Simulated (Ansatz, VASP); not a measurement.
# Cross-check of Ta2Se between VASP and Ansatz

Wanted: the spread between two codes on one cell, functional and k mesh. The cell is taken from a series of runs on this material, whose earlier steps may have relaxed, scaled, displaced or heated it; both programs get it as it stands.

Program: Ansatz 0.2.0. Level of theory: plane waves, with VASP 6.6.1 beside it; zone-centre phonons at PBEsol. Results are calculated unless marked as measured.

## Step 1: The starting structure

Symmetry: P4/nmm, No. 129, tetragonal system. The conventional cell has a = 3.357 Å, b = 3.357 Å, c = 9.851 Å, α = 90.00°, β = 90.00°, γ = 90.00°. Nearest to Ta lie 4 Se at 2.66 Å and 4 Ta at 2.88 Å. Nearest to Ta lie 8 Ta at 2.81 to 2.88 Å and 1 Se at 2.83 Å. Nearest to Se lie 5 Ta at 2.66 to 2.83 Å. Farther neighbours and most contacts between anions are not listed.

Coordinates:

```cif
data_structure
_symmetry_space_group_name_H-M 'P4/nmm:1'
_symmetry_Int_Tables_number 129
_cell_length_a 3.3566
_cell_length_b 3.3566
_cell_length_c 9.8506
_cell_angle_alpha 90.000
_cell_angle_beta 90.000
_cell_angle_gamma 90.000
_cell_volume 110.98
loop_
_atom_site_label
_atom_site_type_symbol
_atom_site_symmetry_multiplicity
_atom_site_Wyckoff_symbol
_atom_site_fract_x
_atom_site_fract_y
_atom_site_fract_z
_atom_site_occupancy
Ta1 Ta 2 c 0.50000 0.00000 0.75859 1
Ta2 Ta 2 c 0.50000 0.00000 0.07631 1
Se1 Se 2 c 0.50000 0.00000 0.36374 1
```

## Step 2: Ansatz: zone-centre phonons, PBEsol

Ansatz runs on its PAW soft_1 files.

Second derivatives magnify differences that forces hide, and they need a tight electronic threshold.

The input, input.yaml:

```yaml
crystal:
  lattice:
    - [3.3566104662, 0.0, 0.0]
    - [0.0, 3.3566104662, 0.0]
    - [0.0, 0.0, 9.85056245]
  atoms:
    - { symbol: Ta, position: [0.5, 0.0, 0.758591419] }
    - { symbol: Ta, position: [0.0, 0.5, 0.241408581] }
    - { symbol: Ta, position: [0.5, 0.0, 0.0763092375] }
    - { symbol: Ta, position: [0.0, 0.5, 0.9236907625] }
    - { symbol: Se, position: [0.5, 0.0, 0.3637445646] }
    - { symbol: Se, position: [0.0, 0.5, 0.6362554354] }
kpoints:
  mp_grid: { grid: [12, 12, 4] }
hamiltonian:
  xc: pbesol
  pseudopotentials: { kind: paw, azcp: { folder: soft_1 }, xc_functional: pbe }
scf:
  occupations: { method: methfessel_paxton, width: 0.2 }
output:
  eigenvalues: true
phonons:
  method: dfpt
```

Run with:

```console
> ansatz run input.yaml --threads 16 --pin off --max-ram 61440MiB --backend cuda --events-out ev --progress --plain --runs-dir out --max-vram 78GiB
```

Numbers of over 12 decimals in the logs are rounded to 6 here.

Output:

```text
zone centre: on kpoints.mp_grid the ground state, and the responses unless they are solved on pairs of k-points, stand on 147 of the mesh's 576 k-points, reduced under 4 symmetry operations, with k and −k counted as one. Each operation leaves every solved displacement unchanged or reverses it
Engine: ansatz 0.2.0, aarch64-unknown-linux-gnu
Pseudopotentials: kind: paw
Pseudopotential: Ta, paw, valence charge 13, recommended cutoff 420 eV (normal), soft_1/Ta.paw.azcp
Pseudopotential: Se, paw, valence charge 16, recommended cutoff 420 eV (normal), soft_1/Se.paw.azcp
Functional definition: PBEsol
  exchange = pbesol_x
  correlation = pbesol_c
device memory: the entry about to start is reckoned to put 10.4 GiB on a device that reports 113.6 GiB free (of which the cap on the GPU budget leaves the run 78.0 GiB)
GPU FFT provider: cuFFT
GPU libraries: cuBLAS 13.8.1, cuFFT 12.4.0, cuSOLVER 12.3.2
GPU matrix products: emulated (plane waves: as basis.precision tells), large ones in fixed point in workspaces of 1.00 GiB
Crystal: 6 atoms, lattice volume = 110.985 Å³
Basis set: ecut = 420 eV, 2169 PW (Γ), exchange–correlation on 48×48×144 points (8 copies of the dense FFT grid, shifted against one another)
Bands: 51, of which v1, the nominal top of the filled ones, is band 42 counted from 1 (41 counted from 0)
Symmetry: 16 space group operations
k-points: 147 of 576 (irreducible under 4 space group operations, time reversal used)
Non-local potential: Ta, projectors of the file, l = 0: 3, l = 1: 2, l = 2: 2, l = 3: 1
Non-local potential: Se, projectors of the file, l = 0: 2, l = 1: 2, l = 2: 3, l = 3: 1
PAW form: soft (Blöchl's): semilocal exchange-correlation on the pseudo side does not see the compensation charge
PAW frozen core: Ta, regenerated for the run's functional, and the local potential with it (the file was generated under x = pbe(κ = 0.804, μ = 0.219515), c = pbe(β = 0.066725))
PAW frozen core: Se, regenerated for the run's functional, and the local potential with it (the file was generated under x = pbe(κ = 0.804, μ = 0.219515), c = pbe(β = 0.066725))
PAW one-centre angular grid: Ta, 590 points (default); XC on 64 Gauss nodes
PAW one-centre angular grid: Se, 590 points (default); XC on 64 Gauss nodes
Initial density: superposition of atomic densities (chi_scale 0.1, normalization cell, long waves of neutral atoms (reshape's long-wave potential 2.64 eV rms, cloud 2.90 Å wide))
Initial wavefunctions: pseudopotential atomic-orbital guess
GPU buffer pool allocated for 41472 grid points (all kernels)
GPU transforms: local potential and band sums: pruned to the plane-wave sphere, on 24×24×72
Functional: x = pbesol(κ = 0.804, μ = 0.123457), c = pbesol(β = 0.046)
SCF iter   1: F=—  HF=-50109.616266 eV  |F-HF|=—  |Δ(HF+E_count)|=         —  Δρ=1.60e-1  dr2=3.97e2  ethr=3.10e-3  ⟨swp⟩=5.7  Hψ=25906  notcnv=0
preconditioner: auto → Kerker (q_TF=auto, 2.605 Å⁻¹)  [metal: Δε(μ)=0.001 eV  Ē_g=6.310 eV  σ=0.200 eV  W_gap=0.00  n_scr=28 (ndim 8)  ℏωp=19.9 eV  f_vac=0.000  D(μ)=4.20/eV (n_scr^D=28)]
SCF iter   2: F=—  HF=-50095.035204 eV  |F-HF|=—  |Δ(HF+E_count)|=    1.46e1  S|Δr|=    0.00e0  Δρ=9.75e-2  dr2=1.69e2  ethr=3.10e-3  ⟨swp⟩=3.2  Hψ=16346  notcnv=0  defer=117
SCF iter   3: F=—  HF=-50083.054519 eV  |F-HF|=—  |Δ(HF+E_count)|=    1.20e1  S|Δr|=    0.00e0  Δρ=3.71e-2  dr2=2.14e1  ethr=3.10e-3  ⟨swp⟩=4.1  Hψ=19908  notcnv=0  defer=87
SCF iter   4: F=—  HF=-50081.369591 eV  |F-HF|=—  |Δ(HF+E_count)|=    1.68e0  S|Δr|=    0.00e0  Δρ=2.24e-2  dr2=3.14e0  ethr=3.10e-3  ⟨swp⟩=3.8  Hψ=25294  notcnv=0  defer=166
SCF iter   5: F=—  HF=-50081.019830 eV  |F-HF|=—  |Δ(HF+E_count)|=   3.50e-1  S|Δr|=    0.00e0  Δρ=9.85e-3  dr2=6.16e-1  ethr=3.10e-3  ⟨swp⟩=3.6  Hψ=17088  notcnv=0  defer=171
SCF iter   6: F=—  HF=-50080.968913 eV  |F-HF|=—  |Δ(HF+E_count)|=   5.09e-2  S|Δr|=    0.00e0  Δρ=2.95e-3  dr2=2.23e-2  ethr=7.33e-4  ⟨swp⟩=2.6  Hψ=12807  notcnv=0  defer=117
SCF iter   7: F=—  HF=-50080.966510 eV  |F-HF|=—  |Δ(HF+E_count)|=   2.40e-3  S|Δr|=    0.00e0  Δρ=1.36e-3  dr2=8.55e-3  ethr=2.66e-5  ⟨swp⟩=2.0  Hψ=10471  notcnv=0  defer=117
SCF iter   8: F=—  HF=-50080.966095 eV  |F-HF|=—  |Δ(HF+E_count)|=   4.15e-4  S|Δr|=    0.00e0  Δρ=5.62e-4  dr2=2.19e-3  ethr=1.02e-5  ⟨swp⟩=1.9  Hψ=8165  notcnv=0  defer=117
SCF iter   9: F=—  HF=-50080.965778 eV  |F-HF|=—  |Δ(HF+E_count)|=   3.17e-4  S|Δr|=    0.00e0  Δρ=8.45e-5  dr2=3.93e-5  ethr=2.61e-6  ⟨swp⟩=1.9  Hψ=7873  notcnv=0  defer=117
SCF iter  10: F=—  HF=-50080.965629 eV  |F-HF|=—  |Δ(HF+E_count)|=   1.49e-4  S|Δr|=    0.00e0  Δρ=1.65e-5  dr2=3.02e-7  ethr=4.68e-8  ⟨swp⟩=2.0  Hψ=9275  notcnv=0  defer=117
SCF iter  11: F=—  HF=-50080.966067 eV  |F-HF|=—  |Δ(HF+E_count)|=   4.38e-4  S|Δr|=    0.00e0  Δρ=4.66e-6  dr2=2.99e-8  ethr=3.60e-10  ⟨swp⟩=2.2  Hψ=13426  notcnv=0  defer=117
SCF iter  12: F=—  HF=-50080.966067 eV  |F-HF|=—  |Δ(HF+E_count)|=  2.91e-10  S|Δr|=    0.00e0  Δρ=1.07e-6  dr2=1.96e-9  ethr=3.56e-11  ⟨swp⟩=2.0  Hψ=12989  notcnv=0  defer=117
SCF iter  13: F=—  HF=-50080.966067 eV  |F-HF|=—  |Δ(HF+E_count)|=  4.29e-10  S|Δr|=    0.00e0  Δρ=5.14e-7  dr2=2.80e-10  ethr=2.34e-12  ⟨swp⟩=2.0  Hψ=13155  notcnv=0  defer=117
SCF iter  14: F=—  HF=-50080.966067 eV  |F-HF|=—  |Δ(HF+E_count)|=  5.82e-11  S|Δr|=    0.00e0  Δρ=1.30e-7  dr2=1.93e-11  ethr=1.00e-12  ⟨swp⟩=2.0  Hψ=10327  notcnv=0  defer=117
SCF iter  15: F=-50080.966067 eV  HF=-50080.966067 eV  |F-HF|=7.28e-12  |Δ(HF+E_count)|=  2.18e-11  S|Δr|=    0.00e0  Δρ=4.02e-8  dr2=1.02e-12  ethr=1.00e-12  ⟨swp⟩=12.3  Hψ=49357  notcnv=0
SCF 1 converged in 15 iterations: F = -50080.966067 eV  dr2 = 1.02e-12
  greatest PAW one-centre occupation: 1.000 electrons in one spin orbital (limit 2), on the Se atom at site 4 (counted from 0), in its partial waves of l = 2
device memory: the entry about to start is reckoned to put 0.1 GiB (of the 0.4 GiB reckoned in all, the device holds 0.3 GiB already) on a device that reports 113.3 GiB free (of which the cap on the GPU budget leaves the run 77.8 GiB)
device memory: the entry about to start is reckoned to put 5.1 GiB on a device that reports 113.3 GiB free (of which the cap on the GPU budget leaves the run 77.8 GiB)
NSCF: frozen V_eff on 84 k-points, pencils in batches of 32, up to order 204
device memory: the entry about to start is reckoned to put 5.1 GiB on a device that reports 113.3 GiB free (of which the cap on the GPU budget leaves the run 77.8 GiB)
NSCF: frozen V_eff on 84 k-points
device memory: the entry about to start is reckoned to put 12.5 GiB (of the 12.7 GiB reckoned in all, the device holds 0.2 GiB already) on a device that reports 113.1 GiB free (of which the cap on the GPU budget leaves the run 77.6 GiB)
DFPT response loops at q = (0, 0, 0) (fractional): preconditioner auto → Kerker (q_TF=auto, 2.605 Å⁻¹) (partly filled bands, converged f_vac=0.000); β = 1.00, the filter's whole step (`scf.mixing.beta` (0.50) is not read by the response loops under this deck's `scf.mixing.preconditioner`; to damp them name `kerker` or `kerker_dos`, under which they read `scf.mixing.beta`, and type it under 1.00, their step now; both keys bind the ground state too); Anderson in place of MSR1; while a model of the screening serves, it and β = 1 on shorter waves in the place of filter and β
SCF converged after 15 iterations
Stability not checked: this state was not tested for a lower state beside it, because cold or Methfessel-Paxton smearing, or corrected tetrahedra, fill the levels in a way that the test cannot read (fill_not_monotonic; see scf.lower_state_search)
Free energy (F): -50080.966067 eV
Harris-Foulkes:  -50080.966067 eV  (|F-HF|=7.28e-12)
Internal energy: -50080.966303 eV  (E = F + TS)
E sigma→0 (E₀):  -50080.966126 eV
Entropy (-TS):   0.000235 eV (0.039 meV/atom)
Fermi energy:    16.695698 eV
Step filling:    the computed levels leave a gap of 0.0011 eV = 0.0 smearing widths at the electron count; against every level under it full and every level over it empty, smearing changes F+E_penalty+E_count by +0.762 meV and its σ→0 estimate by +0.703 meV
--- Per-component energies (eV) ---
  E_band       = -1100.597468
  E_kinetic    = 1801.736355
  E_local      = -7167.161095  (includes V_loc(G=0)·N_el)
  E_nonlocal   = -739.909716
  E_hartree    = 3461.473960
  E_xc         = -1447.722415
  E_vxc        = -1119.027501  (∫ρ·V_xc dr)
  E_paw        = -36898.366832  (= ΣΔE_a)
  E_vpaw       = -799.183091  (= ΣTr[D̂ρ^β])
  E_aug_tail   = -0.000340  (compensation charges beyond the density's cutoff)
  E_ewald      = -9093.887975
  E_core_change = 2.871755  (= ΣΔE_core)
  E_smearing   = 0.000235  (= −TS)
  E_closure    = 0.000000  (closes the sum)
  Σ components = -50080.966067   (vs F -50080.966067, Δ=0.00e0)
--- Band table (eV; the first three rows and the last of 147) ---
  k-point 0: bands = [... 38 lower, 15.4154, 16.5162, 16.8793, 16.8793, 17.0782, 17.0782, 17.3876, 18.0483, ... 5 higher]
  k-point 1: bands = [... 38 lower, 15.4355, 16.5169, 16.8787, 16.8787, 17.0690, 17.0690, 17.3856, 17.8128, ... 5 higher]
  k-point 2: bands = [... 38 lower, 15.4557, 16.5176, 16.8781, 16.8781, 17.0600, 17.0600, 17.3837, 17.4985, ... 5 higher]
  k-point 146: bands = [... 38 lower, 14.7832, 14.7832, 16.3671, 16.3671, 17.4538, 17.4538, 19.5600, 19.5600, ... 5 higher]
--- Phonons (Γ-DFPT): 6 representative perturbations + reference (Σ response iterations 28) ---
  ASR residual: 1.906e-4 → 0.000e0 eV/Å²; symmetrization residual: 1.657e-9 eV/Å²
  ASR residual per site (eV/Å²): 1.91e-4 1.91e-4 8.07e-6 8.07e-6 1.18e-5 1.18e-5
  Γ frequencies (cm⁻¹): 0.00 0.00 0.00 46.90 46.90 88.60 88.60 97.79 162.51 162.51 166.45 166.45 167.75 181.82 186.01 186.83 186.83 212.69
  non-analytic LO–TO correction: not included (Born effective charges unavailable; polar crystals: no LO–TO splitting at Γ)
```

[end of part 1 of 3]

[Lines on the potential files, build, host, timing and source positions are cut from VASP's logs without a mark.]

[Logs are printed without paths, hosts, clocks, repeated set-up lines and the standing remarks that a program may print on its own settings, such as how far it seeks lower states.]

[Hosts, paths, dates, database ids (printed as entryN), source tags and the programs' standing remarks are cut or masked in the printed files.]
